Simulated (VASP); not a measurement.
VASP ran on this input.

KPOINTS:
```
Automatic mesh
0
Gamma
7 7 7
0 0 0
```

POSCAR:
```
SrO
1
    0.0000000000     2.6316000000     2.6316000000
    2.6316000000     0.0000000000     2.6316000000
    2.6316000000     2.6316000000     0.0000000000
Sr O
1 1
Direct
  0.0000000000   0.0000000000   0.0000000000
  0.5000000000   0.5000000000   0.5000000000
```

INCAR:
```
SYSTEM = SrO
PREC = Accurate
ENCUT = 520
EDIFF = 1E-6
NELM = 60
ALGO = VeryFast
LREAL = .FALSE.
LASPH = .TRUE.
ISMEAR = 0
SIGMA = 0.05
GGA = PE
LMAXMIX = 4
LWAVE = .FALSE.
LCHARG = .FALSE.
ISIF = 2
NELMDL = -1
```

POTCAR, in this order: Sr_sv O (PBE.64 set). Program: vasp_std.

What happens when VASP runs on this input?

There is a fault: ALGO = VeryFast starts from random orbitals with almost no delay (NELMDL = -1). Convergence was not reached. Against the sound run, the energy per atom (σ→0) rises by 440.519 eV/atom; the pressure rises by 1358.27 GPa; the band gap falls by 3.38 eV.

File standard output:
```
...
RMM:  21     0.870915471965E+03   -0.56970E+00   -0.45937E+00   958   0.627E+01    0.122E+02
RMM:  22     0.870405994268E+03   -0.50948E+00   -0.50667E+00   958   0.612E+01    0.133E+02
RMM:  23     0.870404867765E+03   -0.11265E-02   -0.41155E-02   958   0.593E+01    0.140E+02
RMM:  24     0.870357520977E+03   -0.47347E-01   -0.41229E-01   958   0.575E+01    0.149E+02
RMM:  25     0.870342984708E+03   -0.14536E-01   -0.18476E-01   958   0.558E+01    0.158E+02
RMM:  26     0.870105150952E+03   -0.23783E+00   -0.23240E+00   958   0.540E+01    0.163E+02
RMM:  27     0.870124165229E+03    0.19014E-01   -0.36320E-01   958   0.524E+01    0.169E+02
RMM:  28     0.870006508678E+03   -0.11766E+00   -0.40663E-01   957   0.511E+01    0.177E+02
RMM:  29     0.869977172988E+03   -0.29336E-01   -0.92642E-01   958   0.497E+01    0.181E+02
RMM:  30     0.869766084967E+03   -0.21109E+00   -0.14703E+00   958   0.485E+01    0.187E+02
RMM:  31     0.869696941731E+03   -0.69143E-01   -0.92222E-01   958   0.472E+01    0.186E+02
RMM:  32     0.869549408923E+03   -0.14753E+00   -0.19367E+00   958   0.457E+01    0.197E+02
RMM:  33     0.869568411468E+03    0.19003E-01   -0.40861E-01   958   0.446E+01    0.202E+02
RMM:  34     0.869380911646E+03   -0.18750E+00   -0.15409E+00   958   0.437E+01    0.207E+02
RMM:  35     0.869407288613E+03    0.26377E-01   -0.13338E-01   957   0.427E+01    0.213E+02
RMM:  36     0.869295277251E+03   -0.11201E+00   -0.91377E-01   957   0.419E+01    0.218E+02
RMM:  37     0.869312599088E+03    0.17322E-01   -0.26596E-01   954   0.410E+01    0.222E+02
RMM:  38     0.869222405356E+03   -0.90194E-01   -0.45827E-01   954   0.402E+01    0.227E+02
RMM:  39     0.869282800255E+03    0.60395E-01   -0.49771E-01   950   0.395E+01    0.230E+02
RMM:  40     0.869171208758E+03   -0.11159E+00   -0.24525E-01   946   0.387E+01    0.230E+02
RMM:  41     0.869072440247E+03   -0.98769E-01    0.14974E-01   942   0.380E+01    0.232E+02
RMM:  42     0.869133438048E+03    0.60998E-01   -0.39088E-01   948   0.373E+01    0.237E+02
RMM:  43     0.869123097506E+03   -0.10341E-01   -0.60741E-02   946   0.368E+01    0.240E+02
RMM:  44     0.869073238503E+03   -0.49859E-01   -0.49678E-01   945   0.362E+01    0.243E+02
RMM:  45     0.869057204783E+03   -0.16034E-01   -0.33092E-01   936   0.356E+01    0.244E+02
RMM:  46     0.869008006050E+03   -0.49199E-01   -0.27262E-01   936   0.351E+01    0.247E+02
RMM:  47     0.868761612758E+03   -0.24639E+00    0.27859E-01   936   0.346E+01    0.244E+02
RMM:  48     0.868868572444E+03    0.10696E+00    0.11660E-01   936   0.340E+01    0.241E+02
RMM:  49     0.868843222717E+03   -0.25350E-01   -0.68962E-01   943   0.334E+01    0.239E+02
RMM:  50     0.868982485380E+03    0.13926E+00   -0.54712E-01   953   0.329E+01    0.238E+02
RMM:  51     0.869504905475E+03    0.52242E+00   -0.35012E+00   947   0.326E+01    0.231E+02
RMM:  52     0.869849101901E+03    0.34420E+00   -0.46819E+00   957   0.322E+01    0.221E+02
RMM:  53     0.869897932817E+03    0.48831E-01   -0.48519E+00   958   0.318E+01    0.213E+02
RMM:  54     0.869919172964E+03    0.21240E-01   -0.52530E+00   958   0.315E+01    0.205E+02
RMM:  55     0.869968716574E+03    0.49544E-01   -0.63386E+00   958   0.312E+01    0.189E+02
RMM:  56     0.869867382985E+03   -0.10133E+00   -0.72784E+00   958   0.310E+01    0.170E+02
RMM:  57     0.870168013943E+03    0.30063E+00   -0.14005E+01   957   0.320E+01    0.159E+02
RMM:  58     0.869695441049E+03   -0.47257E+00   -0.11072E+01   956   0.316E+01    0.132E+02
RMM:  59     0.869355408966E+03   -0.34003E+00   -0.61000E+00   958   0.310E+01    0.114E+02
RMM:  60     0.868991407237E+03   -0.36400E+00   -0.61759E+00   958   0.308E+01

 -----------------------------------------------------------------------------
|                                                                             |
|           W    W    AA    RRRRR   N    N  II  N    N   GGGG   !!!           |
|           W    W   A  A   R    R  NN   N  II  NN   N  G    G  !!!           |
|           W    W  A    A  R    R  N N  N  II  N N  N  G       !!!           |
|           W WW W  AAAAAA  RRRRR   N  N N  II  N  N N  G  GGG   !            |
|           WW  WW  A    A  R   R   N   NN  II  N   NN  G    G                |
|           W    W  A    A  R    R  N    N  II  N    N   GGGG   !!!           |
|                                                                             |
|     The electronic self-consistency was not achieved in the given           |
|     number of steps (NELM). The forces and other quantities evaluated       |
|     might not be reliable so examine the results carefully. If you find     |
|     spurious results, we suggest increasing NELM, if you were close to      |
|     convergence or switching to a different ALGO or adjusting the           |
|     density mixing parameters otherwise.                                    |
|                                                                             |
 -----------------------------------------------------------------------------

   1 F= 0.86899141E+03 E0= 0.86899235E+03  d E =-.187614E-02
```

File OUTCAR:
```
------------------------ aborting loop EDIFF was not reached (unconverged)  ----------------------------
  FORCE on cell =-STRESS in cart. coord.  units (eV):
  Direction    XX          YY          ZZ          XY          YZ          ZX
  --------------------------------------------------------------------------------------
  Total      308.4112327    308.4112327    308.4112327     -0.0000000     -0.0000000      0.0000000
  in kB    13556.6111976  13556.6111976  13556.6111976     -0.0000000     -0.0000000      0.0000000
  external PRESSURE =   13556.6111976 kB  Pullay stress =       0.0000000 kB
  volume of cell :       36.45
      direct lattice vectors                 reciprocal lattice vectors
     0.000000000  2.631600000  2.631600000    -0.189998480  0.189998480  0.189998480
     2.631600000  0.000000000  2.631600000     0.189998480 -0.189998480  0.189998480
     2.631600000  2.631600000  0.000000000     0.189998480  0.189998480 -0.189998480
  FREE ENERGIE OF THE ION-ELECTRON SYSTEM (eV)
  ---------------------------------------------------
  free  energy   TOTEN  =       868.9914072370 eV

  energy  without entropy=      868.9932833759  energy(sigma->0) =      868.99234531
```
(Selected blocks of OUTCAR.)

To mend it, set ALGO = Normal, remove NELMDL.

The mended run (PBE GGA, plane waves, VASP's PBE PAW potentials (set 64)) converges, and its OSZICAR ends with
```
   1 F= -.12045912E+02 E0= -.12045912E+02  d E =-.164765E-16
```

The compound is SrO in the rock salt structure. The cell was not relaxed at this level.
